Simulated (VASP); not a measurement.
Consider the following.

```xyz
5
Lattice="1.5017 0.8670 5.7687 -1.5017 0.8670 5.7687 0.0000 -1.7340 5.7687" Properties=species:S:1:pos:R:3 pbc="T T T"
Al     0.0000     0.0000    13.9668
Al     0.0000     0.0000     5.3081
O      0.0000     0.0000    16.8187
O      0.0000     0.0000     7.2322
O      0.0000     0.0000     3.3486
```

Calculation: r2SCAN meta-GGA, VASP's PBE PAW potentials (set 64) (plane waves; VASP 6.6.1). Settings: 520 eV cut-off, 10×10×10 Γ-centred mesh, tetrahedra with Blöchl corrections, potentials Al O.

### Question
The job: Al2O3 (space group R3m), 5 atoms, r2SCAN, static run, 520 eV, 10×10×10 Γ-centred mesh. Roughly how much core time does it take on a busy server core?

### Answer
About 30 core-minutes (one run on a shared machine, a rough figure). It had 116 irreducible k-points, 16 bands, up to 1237 plane waves and 19 electronic steps.

The structure comes from a computed database's Al2O3 entry (R3m); how it stands against other phases isn't given here. It was relaxed first.
